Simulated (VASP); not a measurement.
Calculation: PW91 GGA, VASP's PBE PAW potentials (set 64) (plane waves; VASP).

The input files of a VASP run:

POSCAR:
```
Pt
1
    0.0000000000     1.9894829163     1.9894829163
    1.9894829163     0.0000000000     1.9894829163
    1.9894829163     1.9894829163     0.0000000000
Pt
1
Direct
  0.0000000000   0.0000000000   0.0000000000
```

**KPOINTS**
```
k-points along high-symmetry lines
15
Line-mode
Reciprocal
  0.000000   0.000000   0.000000 ! GAMMA
  0.500000   0.000000   0.500000 ! X

  0.500000   0.000000   0.500000 ! X
  0.625000   0.250000   0.625000 ! U

  0.375000   0.375000   0.750000 ! K
  0.000000   0.000000   0.000000 ! GAMMA

  0.000000   0.000000   0.000000 ! GAMMA
  0.500000   0.500000   0.500000 ! L

  0.500000   0.500000   0.500000 ! L
  0.500000   0.250000   0.750000 ! W

  0.500000   0.250000   0.750000 ! W
  0.500000   0.000000   0.500000 ! X
```

### INCAR
```
SYSTEM  =  Pt
PREC  =  Accurate; ENCUT  =  520; LREAL  =  F
LASPH  =  T; ICHARG  =  11
EDIFF  =  1E-7; NELM  =  100; ALGO  =  Normal
LMAXMIX  =  6
ISMEAR  =  0; SIGMA  =  0.05
GGA  =  91
LWAVE  =  F; LCHARG  =  F; LORBIT  =  11
```

POTCAR, in this order: Pt (PBE.64 set). Program: vasp_std. Read from the step before: CHGCAR.

What VASP printed:

File OUTCAR:
```
 ion  position               nearest neighbor table
   1  0.000  0.000  0.000-
  LATTYP: Found a face centered cubic cell.
 ALAT       =     3.9789658326
 Subroutine PRICEL returns:
 Original cell was already a primitive cell.
 Subroutine GETGRP returns: Found 48 space group operations
The static configuration has the point symmetry O_h .
The dynamic configuration has the point symmetry O_h .
 Subroutine INISYM returns: Found 48 space group operations
   k-points           NKPTS =     90   k-points in BZ     NKDIM =     90   number of bands    NBANDS=      9
   number of dos      NEDOS =    301   number of ions     NIONS =      1
   total plane-waves  NPLWV =  13824
   dimension x,y,z NGX =    24 NGY =   24 NGZ =   24
   dimension x,y,z NGXF=    48 NGYF=   48 NGZF=   48
   ions per type =               1
   PREC   = accura    normal or accurate (medium, high low for compatibility)
   ISTART =      0    job   : 0-new  1-cont  2-samecut
   ICHARG =     11    charge: 1-file 2-atom 10-const
   ISPIN  =      1    spin polarized calculation?
   LNONCOLLINEAR =      F non collinear calculations
   LSORBIT =      F    spin-orbit coupling
   INIWAV =      1    electr: 0-lowe 1-rand  2-diag
   ENCUT  =  520.0 eV  38.22 Ry    6.18 a.u.   5.23  5.23  5.23*2*pi/ulx,y,z
   NELM   =    100;   NELMIN=  2; NELMDL= -5     # of ELM steps
...
```

**OSZICAR**
```
       N       E                     dE             d eps       ncg     rms          rms(c)
DAV:   1     0.404836458226E+02    0.40484E+02   -0.55784E+03  1644   0.103E+03
DAV:   2    -0.545655081122E+01   -0.45940E+02   -0.43675E+02  1732   0.190E+02
DAV:   3    -0.598554562187E+01   -0.52899E+00   -0.51825E+00  1918   0.198E+01
DAV:   4    -0.598746243618E+01   -0.19168E-02   -0.19167E-02  1866   0.129E+00
DAV:   5    -0.598747846474E+01   -0.16029E-04   -0.16029E-04  1833   0.105E-01
DAV:   6    -0.598747864034E+01   -0.17561E-06   -0.17541E-06  1900   0.100E-02
DAV:   7    -0.598747864192E+01   -0.15734E-08   -0.23585E-08  1858   0.108E-03
   1 F= -.59874786E+01 E0= -.59870205E+01  d E =-.916333E-03
```

**OUTCAR**
```
 val. band max:       10.6701432172   @ k =   0.5804   0.1607   0.5804

 cond. band min:      10.6898021614   @ k =   0.5179   0.0357   0.5179



 k-point     1 :       0.0000    0.0000    0.0000
  band No.  band energies     occupation
      1       0.7640      2.00000
      2       6.9311      2.00000
      3       6.9311      2.00000
      4       6.9312      2.00000
      5       8.9497      2.00000
      6       8.9497      2.00000
      7      25.2456      0.00000
      8      29.9448      0.00000
      9      29.9448      0.00000

 k-point     2 :       0.0357    0.0000    0.0357
  band No.  band energies     occupation
      1       0.8302      2.00000
      2       6.8885      2.00000
      3       6.9646      2.00000
      4       6.9646      2.00000
      5       8.9026      2.00000
      6       8.9668      2.00000
      7      25.3472      0.00000
      8      29.7275      0.00000
      9      29.9541      0.00000

 k-point     3 :       0.0714    0.0000    0.0714
  band No.  band energies     occupation
      1       1.0268      2.00000
      2       6.7646      2.00000
      3       7.0646      2.00000
      4       7.0646      2.00000
      5       8.7657      2.00000
      6       9.0176      2.00000
      7      25.6459      0.00000
      8      29.2460      0.00000
      9      29.9622      0.00000

 k-point     4 :       0.1071    0.0000    0.1071
  band No.  band energies     occupation
      1       1.3476      2.00000
      2       6.5711      2.00000
      3       7.2301      2.00000
      4       7.2301      2.00000
      5       8.5535      2.00000
      6       9.1002      2.00000
      7      26.1252      0.00000
      8      28.7429      0.00000
      9      29.9044      0.00000

 k-point     5 :       0.1429    0.0000    0.1429
  band No.  band energies     occupation
      1       1.7804      2.00000
      2       6.3247      2.00000
      3       7.4591      2.00000
      4       7.4591      2.00000
...
```

The density is held fixed in this step, so its total energy and stress have no physical meaning. Unless said otherwise, spin-orbit coupling is left out, though it shifts the bands of the heavy elements here.

The compound is Pt in the fcc structure. It was relaxed first.
